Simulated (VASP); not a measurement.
Given:

```
NaI
1.0
    0.00000     3.20588     3.20588
    3.20588     0.00000     3.20588
    3.20588     3.20588     0.00000
Na I
1 1
Direct
  0.00000   0.00000   0.00000
  0.50000   0.50000   0.50000
```

All values below come from PBE GGA with D3 dispersion (zero damping), VASP's PBE PAW potentials (set 64) (plane waves; VASP). Run with 520 eV cut-off, Gaussian smearing of 0.050 eV, potentials Na_pv I.

Unless said otherwise, spin-orbit coupling is left out, though it shifts the bands of the heavy elements here.

Task: Predict the band gap (along the path) with the smallest direct gap where there is one.

Result: 
```json
{
  "band gap (along the path)": "3.72 eV",
  "smallest direct gap (along the path)": "3.72 eV"
}
```

The compound is NaI in the rock salt structure. It was relaxed first.
